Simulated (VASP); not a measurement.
Level of theory: optB88-vdW, VASP's PBE PAW potentials (set 64) (plane waves; VASP).

The input files of a VASP run:

File POSCAR:
```
Ta
2.8703040
 -0.5773501692   0.5773501692   0.5773501692
  0.5773501692  -0.5773501692   0.5773501692
  0.5773501692   0.5773501692  -0.5773501692
Ta
1
Cart
  0.0000000000   0.0000000000   0.0000000000
```

**KPOINTS**
```
K-points
0
gamma
 17 17 17
0 0 0
```

**INCAR**
```
SYSTEM = Ta
PREC = Accurate; ENCUT = 520; LREAL = F
LASPH = T
EDIFF = 1E-7; NELM = 100; ALGO = Normal
LMAXMIX = 6
ISMEAR = -5
GGA = BO; LUSE_VDW = T; AGGAC = 0.0
PARAM1 = 0.1833333333; PARAM2 = 0.22
ISIF = 2
LWAVE = F; LCHARG = T; LORBIT = 11
NEDOS = 601
```

POTCAR, in this order: Ta_pv (PBE.64 set). Program: vasp_std.

The run wrote:

**OSZICAR**
```
       N       E                     dE             d eps       ncg     rms          rms(c)
DAV:   1     0.488105963499E+02    0.48811E+02   -0.66483E+03  2970   0.117E+03
DAV:   2    -0.865844550079E+01   -0.57469E+02   -0.56770E+02  3769   0.244E+02
DAV:   3    -0.935792852192E+01   -0.69948E+00   -0.67740E+00  3480   0.270E+01
DAV:   4    -0.936362740841E+01   -0.56989E-02   -0.56544E-02  3380   0.184E+00
DAV:   5    -0.936366647752E+01   -0.39069E-04   -0.38953E-04  3283   0.135E-01    0.129E+01
DAV:   6    -0.904659993661E+01    0.31707E+00   -0.35813E-01  3079   0.725E+00    0.626E+00
DAV:   7    -0.895453949579E+01    0.92060E-01   -0.28432E-01  3106   0.616E+00    0.363E-01
DAV:   8    -0.895380394190E+01    0.73555E-03   -0.39874E-03  3206   0.834E-01    0.663E-02
DAV:   9    -0.895380742725E+01   -0.34853E-05   -0.87171E-05  3129   0.119E-01    0.344E-02
DAV:  10    -0.895380673901E+01    0.68824E-06   -0.14980E-05  3153   0.541E-02    0.429E-03
DAV:  11    -0.895380611839E+01    0.62062E-06   -0.28290E-07  3234   0.774E-03    0.133E-03
DAV:  12    -0.895380595751E+01    0.16088E-06   -0.18618E-08  1565   0.153E-03    0.168E-04
DAV:  13    -0.895380599108E+01   -0.33569E-07   -0.11409E-09  1521   0.411E-04
   1 F= -.89538060E+01 E0= -.89538060E+01  d E =0.000000E+00
```

OUTCAR:
```
------------------------ aborting loop because EDIFF is reached ----------------------------------------
  FORCE on cell =-STRESS in cart. coord.  units (eV):
  Direction    XX          YY          ZZ          XY          YZ          ZX
  --------------------------------------------------------------------------------------
  Total       -0.0196398     -0.0196398     -0.0196398      0.0000000      0.0000000      0.0000000
  in kB       -1.7285672     -1.7285672     -1.7285672      0.0000000      0.0000000      0.0000000
  external PRESSURE =      -1.7285672 kB  Pullay stress =       0.0000000 kB
  volume of cell :       18.20
      direct lattice vectors                 reciprocal lattice vectors
    -1.657170500  1.657170500  1.657170500     0.000000000  0.301719105  0.301719105
     1.657170500 -1.657170500  1.657170500     0.301719105  0.000000000  0.301719105
     1.657170500  1.657170500 -1.657170500     0.301719105  0.301719105  0.000000000
 POSITION                                       TOTAL-FORCE (eV/Angst)
 -----------------------------------------------------------------------------------
      0.00000      0.00000      0.00000        -0.000000     -0.000000     -0.000000
 -----------------------------------------------------------------------------------
    total drift:                               -0.000000      0.000000      0.000000
  FREE ENERGIE OF THE ION-ELECTRON SYSTEM (eV)
  ---------------------------------------------------
  free  energy   TOTEN  =        -8.9538059911 eV

  energy  without entropy=       -8.9538059911  energy(sigma->0) =       -8.95380599

 total charge

# of ion       s       p       d       tot
------------------------------------------
    1        0.366   6.162   2.412   8.940
```
(Selected blocks of OUTCAR.)

For a metal the tetrahedron method with Blöchl corrections gives inexact stress and forces.

The compound is Ta in the bcc structure. It was relaxed first.
